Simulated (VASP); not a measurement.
Method: HSE06 screened hybrid, VASP's PBE PAW potentials (set 64) (plane waves; VASP).

VASP ran on this input.

INCAR:
```
# general
SYSTEM    =  NaF
PREC      =  Accurate
ENCUT     =  520
LREAL     =  .FALSE.
LASPH     =  .TRUE.
ISYM      =  3

# electronic loop
EDIFF     =  1E-6
NELM      =  60
ALGO      =  Normal

# smearing
ISMEAR    =  0
SIGMA     =  0.05

# functional
GGA       =  PE
LHFCALC   =  .TRUE.
AEXX      =  0.25
HFSCREEN  =  0.2
PRECFOCK  =  Fast

# ions
ISIF      =  2

# output
LWAVE     =  .FALSE.
LCHARG    =  .FALSE.
```

POSCAR:
```
NaF
1
    0.0000000000     2.3223499765     2.3223499765
    2.3223499765     0.0000000000     2.3223499765
    2.3223499765     2.3223499765     0.0000000000
Na F
1 1
Direct
  0.0000000000   0.0000000000   0.0000000000
  0.5000000000   0.5000000000   0.5000000000
```

KPOINTS:
```
Automatic mesh
0
Gamma
 8 8 8
0 0 0
```

POTCAR, in this order: Na_pv F (PBE.64 set). Program: vasp_std. Read from the step before: WAVECAR.

What VASP printed:

File OSZICAR:
```
       N       E                     dE             d eps       ncg     rms          rms(c)
DAV:   1    -0.103326532077E+02   -0.10333E+02   -0.28648E-01   638   0.591E+00    0.396E-01
DAV:   2    -0.103307573274E+02    0.18959E-02   -0.95619E-03   653   0.163E+00    0.207E-01
DAV:   3    -0.103301083076E+02    0.64902E-03   -0.34949E-03   725   0.682E-01    0.152E-01
DAV:   4    -0.103299894946E+02    0.11881E-03   -0.16096E-04   725   0.262E-01    0.922E-02
DAV:   5    -0.103299295770E+02    0.59918E-04   -0.64274E-05   662   0.142E-01    0.467E-02
DAV:   6    -0.103299154503E+02    0.14127E-04   -0.95223E-06   656   0.553E-02    0.260E-02
DAV:   7    -0.103299109277E+02    0.45226E-05   -0.28553E-06   653   0.393E-02    0.157E-02
DAV:   8    -0.103299099648E+02    0.96292E-06   -0.13490E-06   656   0.241E-02
   1 F= -.10329910E+02 E0= -.10329910E+02  d E =-.742007E-12
```

**OUTCAR**
```
------------------------ aborting loop because EDIFF is reached ----------------------------------------
  FORCE on cell =-STRESS in cart. coord.  units (eV):
  Direction    XX          YY          ZZ          XY          YZ          ZX
  --------------------------------------------------------------------------------------
  Total       -0.0205492     -0.0205492     -0.0205492     -0.0000000      0.0000000      0.0000000
  in kB       -1.3142951     -1.3142951     -1.3142951     -0.0000000      0.0000000      0.0000000
  external PRESSURE =      -1.3142951 kB  Pullay stress =       0.0000000 kB
  volume of cell :       25.05
      direct lattice vectors                 reciprocal lattice vectors
     0.000000000  2.322349976  2.322349976    -0.215299160  0.215299160  0.215299160
     2.322349976  0.000000000  2.322349976     0.215299160 -0.215299160  0.215299160
     2.322349976  2.322349976  0.000000000     0.215299160  0.215299160 -0.215299160
  FREE ENERGIE OF THE ION-ELECTRON SYSTEM (eV)
  ---------------------------------------------------
  free  energy   TOTEN  =       -10.3299099648 eV

  energy  without entropy=      -10.3299099648  energy(sigma->0) =      -10.32990996

  exchange ACFDT corr.  =         0.00000000  see jH, gK, PRB 81, 115126
```
(Selected blocks of OUTCAR.)

The compound is NaF in the rock salt structure. This cell is one point of a volume scan, at 0.97 of the reference volume. The cell's shape comes from a PBE relaxation.
